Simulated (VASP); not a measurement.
Method: PBE GGA, VASP's PBE PAW potentials (set 64) (plane waves; VASP).

The input files of a VASP run:

### POSCAR
```
Co
1
    1.2451398260    -2.1566456721     0.0000000000
    1.2451398260     2.1566456721     0.0000000000
    0.0000000000     0.0000000000     4.0231992265
Co
2
Direct
  0.3333330000   0.6666670000   0.2500000000
  0.6666670000   0.3333330000   0.7500000000
```

### KPOINTS
```
k-points along high-symmetry lines
10
Line-mode
Reciprocal
  0.000000   0.000000   0.000000 ! GAMMA
 -0.000000   0.500000   0.000000 ! M

 -0.000000   0.500000   0.000000 ! M
 -0.333333   0.666667   0.000000 ! K

 -0.333333   0.666667   0.000000 ! K
  0.000000   0.000000   0.000000 ! GAMMA

  0.000000   0.000000   0.000000 ! GAMMA
  0.000000   0.000000   0.500000 ! A

  0.000000   0.000000   0.500000 ! A
 -0.000000   0.500000   0.500000 ! L

 -0.000000   0.500000   0.500000 ! L
 -0.333333   0.666667   0.500000 ! H

 -0.333333   0.666667   0.500000 ! H
  0.000000   0.000000   0.500000 ! A

 -0.000000   0.500000   0.500000 ! L
 -0.000000   0.500000   0.000000 ! M

 -0.333333   0.666667   0.500000 ! H
 -0.333333   0.666667   0.000000 ! K
```

INCAR:
```
LREAL  =  .FALSE.   # projection in real space or not
ENCUT  =  400
ICHARG  =  11
SIGMA  =  0.05   # width (eV)
LWAVE  =  .FALSE.
ISMEAR  =  0   # Gaussian
LMAXMIX  =  4   # l cut-off of mixed one-centre charges
MAGMOM  =  2*1.6
ISPIN  =  2
NELM  =  100   # most electronic steps
GGA  =  PE
LORBIT  =  11
PREC  =  Accurate
LASPH  =  .TRUE.
ALGO  =  Normal
SYSTEM  =  Co
LCHARG  =  .FALSE.
EDIFF  =  1E-7   # SCF stop (eV)
```

POTCAR, in this order: Co (PBE.64 set). Program: vasp_std. Read from the step before: CHGCAR.

The run wrote:

### OUTCAR
```
 ion  position               nearest neighbor table
   1  0.333  0.667  0.250-   2 2.47   2 2.47   2 2.47   2 2.47   2 2.47   2 2.47
   2  0.667  0.333  0.750-   1 2.47   1 2.47   1 2.47   1 2.47   1 2.47   1 2.47
  LATTYP: Found a hexagonal cell.
 ALAT       =     2.4902798520
 C/A-ratio  =     1.6155610878
 Subroutine PRICEL returns:
 Original cell was already a primitive cell.
 Subroutine GETGRP returns: Found 24 space group operations
The static configuration has the point symmetry D_3d.
 The point group associated with its full space group is D_6h.
The dynamic configuration has the point symmetry D_3d.
The overall configuration has the point symmetry D_3d.
 Subroutine INISYM returns: Found 24 space group operations
   k-points           NKPTS =     90   k-points in BZ     NKDIM =     90   number of bands    NBANDS=     15
   number of dos      NEDOS =    301   number of ions     NIONS =      2
   total plane-waves  NPLWV =   7168
   dimension x,y,z NGX =    16 NGY =   16 NGZ =   28
   dimension x,y,z NGXF=    32 NGYF=   32 NGZF=   56
   ions per type =               2
   PREC   = accura    normal or accurate (medium, high low for compatibility)
   ISTART =      0    job   : 0-new  1-cont  2-samecut
   ICHARG =     11    charge: 1-file 2-atom 10-const
   ISPIN  =      2    spin polarized calculation?
   LNONCOLLINEAR =      F non collinear calculations
...
```

**OSZICAR**
```
       N       E                     dE             d eps       ncg     rms          rms(c)
DAV:   1     0.682664295536E+02    0.68266E+02   -0.72703E+03  5512   0.135E+03
DAV:   2    -0.124625519966E+02   -0.80729E+02   -0.74546E+02  5449   0.233E+02
DAV:   3    -0.142449624099E+02   -0.17824E+01   -0.17480E+01  6702   0.475E+01
DAV:   4    -0.142757350727E+02   -0.30773E-01   -0.30767E-01  8128   0.465E+00
DAV:   5    -0.142759008981E+02   -0.16583E-03   -0.16582E-03  6755   0.347E-01
DAV:   6    -0.142759060581E+02   -0.51600E-05   -0.51591E-05  8177   0.375E-02
DAV:   7    -0.142759060780E+02   -0.19894E-07   -0.20815E-07  5617   0.309E-03
   1 F= -.14275906E+02 E0= -.14274313E+02  d E =-.318571E-02  mag=     3.1783
```

### OUTCAR
```



 magnetization (x)

# of ion       s       p       d       tot
------------------------------------------
    1       -0.015  -0.057   1.705   1.633
    2       -0.015  -0.057   1.705   1.633
--------------------------------------------------
tot         -0.030  -0.115   3.410   3.266
```
(Selected blocks of OUTCAR.)

File OUTCAR:
```
 val. band max:       10.1848513418   @ k =   0.0000   0.3333   0.5000

 cond. band min:      10.2226131170   @ k =   0.0000   0.0000   0.1111



 spin component 1

 k-point     1 :       0.0000    0.0000    0.0000
  band No.  band energies     occupation
      1       1.3882      1.00000
      2       5.1755      1.00000
      3       7.7126      1.00000
      4       7.7287      1.00000
      5       7.7287      1.00000
      6       8.0439      1.00000
      7       8.0439      1.00000
      8       8.3878      1.00000
      9       8.3878      1.00000
     10       9.4976      1.00000
     11       9.4976      1.00000
     12      10.2571      0.05131
     13      16.7277      0.00000
     14      32.3232      0.00000
     15      34.9175      0.00000

 k-point     2 :       0.0000    0.0556    0.0000
  band No.  band energies     occupation
      1       1.4971      1.00000
      2       5.2417      1.00000
      3       7.5762      1.00000
      4       7.7799      1.00000
      5       7.8509      1.00000
      6       8.0190      1.00000
      7       8.0890      1.00000
      8       8.3327      1.00000
      9       8.3552      1.00000
     10       9.0137      1.00000
     11       9.5118      1.00000
     12      10.8695      0.00000
     13      16.7461      0.00000
     14      31.5218      0.00000
     15      33.3095      0.00000

 k-point     3 :       0.0000    0.1111    0.0000
  band No.  band energies     occupation
      1       1.8188      1.00000
      2       5.4257      1.00000
      3       7.4039      1.00000
      4       7.9166      1.00000
      5       7.9288      1.00000
      6       8.0286      1.00000
      7       8.0528      1.00000
      8       8.2205      1.00000
      9       8.2664      1.00000
     10       8.5429      1.00000
     11       9.5479      1.00000
     12      11.8427      0.00000
     13      16.8057      0.00000
     14      29.2341      0.00000
...
```

The density is held fixed in this step, so its total energy and stress have no physical meaning.

The compound is Co in the hcp structure. It was relaxed first.
